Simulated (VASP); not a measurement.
Given:

```xyz
2
Lattice="0.0000 2.4400 2.4400 2.4400 0.0000 2.4400 2.4400 2.4400 0.0000" Properties=species:S:1:pos:R:3 pbc="T T T"
Y      0.0000     0.0000     0.0000
N      2.4400     2.4400     2.4400
```

Computed with PBEsol GGA, VASP's PBE PAW potentials (set 64) (plane waves; VASP 6.6.1). Settings: 400 eV cut-off, 9×9×9 Γ-centred mesh, Fermi-Dirac smearing of 0.010 eV, potentials Y_sv N.

At this cut-off the stress carries a Pulay error, which pulls relaxed volumes low. Energy and stress use the plane-wave basis of the starting cell.

The ions, cell shape and volume are relaxed. Give the cell that the relaxation ends in.

```xyz
2
Lattice="0.0000 2.4183 2.4183 2.4183 0.0000 2.4183 2.4183 2.4183 0.0000" Properties=species:S:1:pos:R:3 pbc="T T T"
Y      0.0000     0.0000     0.0000
N      2.4183     2.4183     2.4183
```
Space group Fm-3m (225), at a tolerance of 0.03 Å.

How do energy and volume change from the first to the last step?

The energy (σ→0) changes by -6.1 meV/atom and the volume by -2.6 %, in 3 ionic steps.

The structure is a typed YN crystal (Fm-3m). This run relaxes it. Symmetry was kept, so distortions that lower it aren't found. The run is one of a series of settings (EDIFFG = -0.01, IBRION = 2, ISIF = 3, NSW = 50 against the base run), some of them coarse on purpose.
